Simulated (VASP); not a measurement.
Here is the system:

```xyz
3
Lattice="0.0000 2.9888 2.9888 2.9888 0.0000 2.9888 2.9888 2.9888 0.0000" Properties=species:S:1:pos:R:3 pbc="T T T"
Nb     0.0000     0.0000     0.0000
Si     1.4944     1.4944     1.4944
Si     4.4832     4.4832     4.4832
```

The numbers are results of PBEsol GGA, VASP's PBE PAW potentials (set 64) (plane waves; VASP), not measurements. Numerical set-up: 400 eV cut-off, 10×10×10 Γ-centred mesh, tetrahedra with Blöchl corrections, potentials Nb_sv Si.

Problem. Estimate the energy per atom (σ→0), band gap (on the k-mesh) with the smallest direct gap where there is one.

Solution. 
```yaml
band gap (on the k-mesh): none (metal, semimetal or under 0.01 eV)
energy per atom (σ→0): -7.167 eV/atom
```

Total energies compare only between runs with the same potentials, cut-off and functional.

The structure was generated: NbSi2 was put into the fluorite type (Fm-3m), which need not be its known phase. It was relaxed first, which changed the volume by -10 %. The electron count is odd and the run is not spin-polarised, which forces a metal.
